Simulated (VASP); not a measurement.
Method: PBEsol GGA, VASP's PBE PAW potentials (set 64) (plane waves; VASP 6.6.1).

VASP input:

**POSCAR**
```
TaGe
1
    3.0469237732     0.0000000000    -0.0000000000
   -1.5234618866     2.6387133617     0.0000000000
   -0.0000000000    -0.0000000000     8.1812727716
Ta Ge
2 2
Direct
  0.0000000000   0.0000000000   0.0000000000
  0.0000000000   0.0000000000   0.5000000000
  0.3333330000   0.6666670000   0.2500000000
  0.6666670000   0.3333330000   0.7500000000
```

### INCAR
```
LMAXMIX = 6
GGA = PS   ! PBEsol
SIGMA = 0.1   ! width (eV)
NSW = 60   ! most ionic steps
SYSTEM = TaGe
LASPH = .TRUE.
EDIFFG = -0.02
ISIF = 3
ALGO = Normal   ! blocked Davidson
EDIFF = 1E-6   ! SCF stop (eV)
NELM = 100   ! most electronic steps
LWAVE = .FALSE.
PREC = Accurate
ISMEAR = 1   ! Methfessel-Paxton
IBRION = 2
LCHARG = .FALSE.
LREAL = .FALSE.   ! projection in real space or not
ENCUT = 400   ! plane-wave cut-off (eV)
```

**KPOINTS**
```
kpoints
0
gamma
  10 10 4
0 0 0
```

POTCAR, in this order: Ta_pv Ge_d (PBE.64 set). Program: vasp_std.

Unless said otherwise, spin-orbit coupling is left out, though it shifts the bands of the heavy elements here.

**Question.** Estimate the energy per atom (σ→0), band gap (on the k-mesh).

**Answer.** 
* **energy per atom (σ→0)**: -8.940 eV/atom
* **band gap (on the k-mesh)**: none (metal, semimetal or under 0.01 eV)

OSZICAR:
```
...
DAV:   6    -0.360068796779E+02    0.11854E+01   -0.28601E+00  2980   0.928E+00    0.950E+00
DAV:   7    -0.357685922899E+02    0.23829E+00   -0.63057E-01  3060   0.734E+00    0.188E+00
DAV:   8    -0.357607213830E+02    0.78709E-02   -0.50884E-02  3030   0.170E+00    0.328E-01
DAV:   9    -0.357589072024E+02    0.18142E-02   -0.77140E-03  3226   0.105E+00    0.117E-01
DAV:  10    -0.357588750289E+02    0.32174E-04   -0.30544E-04  3168   0.183E-01    0.444E-02
DAV:  11    -0.357588759548E+02   -0.92598E-06   -0.26584E-05  3482   0.531E-02    0.154E-02
DAV:  12    -0.357588759283E+02    0.26575E-07   -0.53670E-06  2398   0.182E-02
   1 F= -.35758876E+02 E0= -.35758911E+02  d E =-.357589E+02
```

The structure was generated: TaGe was put into the NiAs type (P6_3/mmc), which need not be its known phase. It was relaxed first, which changed the volume by -23 %. The start is the result of an earlier pass.
